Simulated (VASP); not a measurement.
Input:

```xyz
2
Lattice="0.0000 3.5482 3.5482 3.5482 0.0000 3.5482 3.5482 3.5482 0.0000" Properties=species:S:1:pos:R:3 pbc="T T T"
K      0.0000     0.0000     0.0000
I      3.5482     3.5482     3.6232
```

Computed with r2SCAN meta-GGA, VASP's PBE PAW potentials (set 64) (plane waves; VASP). Run with 480 eV cut-off, 6×6×6 Γ-centred mesh, Gaussian smearing of 0.050 eV, potentials K_sv I.

Question: Which forces act on the atoms, in eV/Å?

Answer: 
| atom | Fx | Fy | Fz |
|---|---|---|---|
| K1 | 0.000 | 0.000 | 0.086 |
| I2 | 0.000 | 0.000 | -0.086 |

Question: Give the stress tensor in GPa (positive for a compressed cell).

Answer: 
```
-0.02   0.00   0.00
 0.00  -0.02   0.00
 0.00   0.00   0.06
```
The pressure is its mean diagonal, 0.01 GPa.

The compound is KI in the rock salt structure. This cell was strained or had an atom moved on purpose.
